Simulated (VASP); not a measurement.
Calculation: PBEsol GGA, VASP's PBE PAW potentials (set 64) (plane waves; VASP 6.6.1).

Input for VASP

File POSCAR:
```
AgNO3
1.0
  2.5477508425   1.4709446444   5.6097110454
 -2.5477508425   1.4709446444   5.6097110454
  0.0000000000  -2.9418892888   5.6097110454
Ag N O
2 2 6
Direct
  0.9847495315   0.9847495315   0.9847495315
  0.4847495315   0.4847495315   0.4847495315
  0.2256667450   0.2256667450   0.2256667450
  0.7256667450   0.7256667450   0.7256667450
  0.6996003967   0.9863120215   0.4905343052
  0.4905343052   0.6996003967   0.9863120215
  0.9863120215   0.4905343052   0.6996003967
  0.9905343052   0.4863120215   0.1996003967
  0.4863120215   0.1996003967   0.9905343052
  0.1996003967   0.9905343052   0.4863120215
```

### KPOINTS
```
Automatic mesh
0
Gamma
  5 5 5
```

### INCAR
```
! general
SYSTEM  = AgNO3
PREC    = Accurate
ENCUT   = 520
LREAL   = .FALSE.
LASPH   = .TRUE.

! electronic loop
EDIFF   = 1E-6
NELM    = 100
ALGO    = Normal
LMAXMIX = 4

! smearing
ISMEAR  = 0
SIGMA   = 0.05

! functional
GGA     = PS

! ions
IBRION  = 2
NSW     = 60
ISIF    = 3
EDIFFG  = -0.02

! output
LWAVE   = .FALSE.
LCHARG  = .FALSE.
```

POTCAR, in this order: Ag N O (PBE.64 set). Program: vasp_std.

What VASP printed:

**OSZICAR**
```
       N       E                     dE             d eps       ncg     rms          rms(c)
DAV:   1     0.536641602113E+03    0.53664E+03   -0.37399E+04  1520   0.164E+03
DAV:   2    -0.231417179070E+02   -0.55978E+03   -0.54677E+03  1776   0.389E+02
DAV:   3    -0.619437570500E+02   -0.38802E+02   -0.38417E+02  1768   0.111E+02
DAV:   4    -0.625812640798E+02   -0.63751E+00   -0.63559E+00  1904   0.145E+01
DAV:   5    -0.625971536239E+02   -0.15890E-01   -0.15884E-01  1800   0.209E+00    0.174E+01
DAV:   6    -0.581306791843E+02    0.44665E+01   -0.20528E+01  1872   0.275E+01    0.887E+00
DAV:   7    -0.580305805402E+02    0.10010E+00   -0.20297E+00  1704   0.888E+00    0.581E+00
DAV:   8    -0.579821552125E+02    0.48425E-01   -0.49047E-01  1864   0.424E+00    0.123E+00
DAV:   9    -0.579652362529E+02    0.16919E-01   -0.83528E-02  1872   0.216E+00    0.385E-01
DAV:  10    -0.579667397801E+02   -0.15035E-02   -0.11490E-02  1824   0.670E-01    0.107E-01
DAV:  11    -0.579667867605E+02   -0.46980E-04   -0.53658E-04  1840   0.142E-01    0.376E-02
DAV:  12    -0.579668300967E+02   -0.43336E-04   -0.77460E-05  1824   0.542E-02    0.127E-02
DAV:  13    -0.579668431911E+02   -0.13094E-04   -0.11308E-05  1824   0.204E-02    0.366E-03
DAV:  14    -0.579668440638E+02   -0.87267E-06   -0.90390E-07  1216   0.591E-03
   1 F= -.57966844E+02 E0= -.57966844E+02  d E =-.579668E+02
```

OUTCAR:
```
------------------------ aborting loop because EDIFF is reached ----------------------------------------
  FORCE on cell =-STRESS in cart. coord.  units (eV):
  Direction    XX          YY          ZZ          XY          YZ          ZX
  --------------------------------------------------------------------------------------
  Total        0.0015680      0.0015680      0.0038202      0.0000000     -0.0000000      0.0000000
  in kB        0.0199159      0.0199159      0.0485240      0.0000000     -0.0000000      0.0000000
  external PRESSURE =       0.0294519 kB  Pullay stress =       0.0000000 kB
  volume of cell :      126.14
      direct lattice vectors                 reciprocal lattice vectors
     2.547750843  1.470944644  5.609711045     0.196251530  0.113305873  0.059420767
    -2.547750843  1.470944644  5.609711045    -0.196251530  0.113305873  0.059420767
     0.000000000 -2.941889289  5.609711045     0.000000000 -0.226611745  0.059420767
 POSITION                                       TOTAL-FORCE (eV/Angst)
 -----------------------------------------------------------------------------------
      0.00000      0.00000     16.57248         0.000000     -0.000000     -0.010397
      0.00000      0.00000      8.15791         0.000000     -0.000000     -0.010397
      0.00000      0.00000      3.79778         0.000000      0.000000      0.018975
      0.00000      0.00000     12.21234         0.000000      0.000000      0.018975
     -0.73047      1.03679     12.20924         0.001138     -0.001387     -0.002859
     -0.53265     -1.15100     12.20924         0.000632      0.001679     -0.002859
      1.26312      0.11421     12.20924        -0.001770     -0.000292     -0.002859
      1.28463      1.58516      9.40438         0.001770     -0.000292     -0.002859
      0.73047     -1.90510      9.40438        -0.001138     -0.001387     -0.002859
     -2.01510      0.31995      9.40438        -0.000632      0.001679     -0.002859
 -----------------------------------------------------------------------------------
    total drift:                               -0.000000      0.000000      0.000640
  FREE ENERGIE OF THE ION-ELECTRON SYSTEM (eV)
  ---------------------------------------------------
  free  energy   TOTEN  =       -57.9668440638 eV

  energy  without entropy=      -57.9668440638  energy(sigma->0) =      -57.96684406

 reached required accuracy - stopping structural energy minimisation
```
(Selected blocks of OUTCAR.)

The structure comes from a computed database's AgNO3 entry (R3c); how it stands against other phases isn't given here. It was relaxed first. The start is the result of an earlier pass.
